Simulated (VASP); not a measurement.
Given:

```xyz
2
Lattice="1.3357 -2.3134 0.0000 1.3357 2.3134 0.0000 0.0000 0.0000 4.8533" Properties=species:S:1:pos:R:3 pbc="T T T"
Zn     1.3357     0.7711     1.2133
Zn     1.3357    -0.7711     3.6400
```

Calculation: PBE GGA, VASP's PBE PAW potentials (set 64) (plane waves; VASP). Run with 480 eV cut-off, 14×14×8 Γ-centred mesh, first-order Methfessel-Paxton smearing of 0.10 eV, potentials Zn.

Each relaxation starts from this cell; other phases were not tried.

### Question
The cell is relaxed at 5 GPa. What happens?

### Answer
The volume per atom goes from 15.00 to 14.16 Å³ (-5.6 %), and the cell becomes a = b = 2.656 Å, c = 4.634 Å, α = β = 90.00°, γ = 120.00°, space group P6_3/mmc.

### Question
The cell is relaxed at 30 GPa. What happens?

### Answer
The volume per atom goes from 15.00 to 11.96 Å³ (-20.3 %), and the cell becomes a = b = 2.534 Å, c = 4.301 Å, α = β = 90.00°, γ = 120.00°, space group P6_3/mmc.

Failed runs are left out, and for metals the shear rows, which the mesh's noise covers.

The compound is Zn in the hcp structure.
